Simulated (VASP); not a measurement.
Here is a VASP 6.6.1 calculation.

Contents of run.py:

```python
from ase.calculators.vasp import Vasp
from ase.spacegroup import crystal

atoms = crystal(
    ['B', 'Pt'],
    basis=[[0.125, 0.625, 0.125], [0.5, 0.0, 0.5]],
    spacegroup=227,
    setting=1,
    cellpar=[6.46868974, 6.46868974, 6.46868974, 90.0, 90.0, 90.0],
    primitive_cell=True,
)
calc = Vasp(
    directory='calc',
    xc='rpbe',
    pp='PBE',
    setups='gw',
    prec='Accurate',
    encut=600,
    ediff=1e-07,
    ismear=-5,
    sigma=0.05,
    lreal=False,
    lasph=True,
    nelm=80,
    algo='Normal',
    isif=2,
    lwave=False,
    lcharg=False,
    ibrion=2,
    nsw=60,
    ediffg=-0.01,
    kpts=[7, 7, 7],
    gamma=True,
)
atoms.calc = calc

print('energy (eV):', atoms.get_potential_energy())
print('free energy (eV):', atoms.get_potential_energy(force_consistent=True))
print('forces (eV/A):')
print(atoms.get_forces())
print('stress (eV/A^3, Voigt):', atoms.get_stress())
print('Fermi level (eV):', calc.get_fermi_level())
print('cell (A, degrees):', atoms.cell.cellpar())
print('volume (A^3):', atoms.get_volume())
print('scaled positions:')
print(atoms.get_scaled_positions())
```

Potentials or basis: VASP PAW PBE potentials, release 64 (B_GW, Pt_sv_GW).

The run is started by

```sh
$ python run.py
```

Task: Estimate the band gap on the k mesh.

Result: None (metal or under the smearing width).

Final structure:
```yaml
crystal:
  lattice:
    - [0.00000, 3.23434, 3.23434]
    - [3.23434, 0.00000, 3.23434]
    - [3.23434, 3.23434, 0.00000]
  atoms:
    - { symbol: B, position: [0.12500, 0.62500, 0.62500] }
    - { symbol: B, position: [0.62500, 0.12500, 0.62500] }
    - { symbol: B, position: [0.62500, 0.62500, 0.12500] }
    - { symbol: B, position: [0.62500, 0.62500, 0.62500] }
    - { symbol: Pt, position: [0.00000, 0.00000, 0.00000] }
    - { symbol: Pt, position: [0.25000, 0.25000, 0.25000] }
```

Caveat: the relaxation stopped at its first step, so nothing moved; the PAW data sets were made with another functional, which shifts forces and pressure a little; tetrahedron occupations give inexact forces and stress in metals. Spin-orbit coupling is left out, which matters for the levels of Pt.
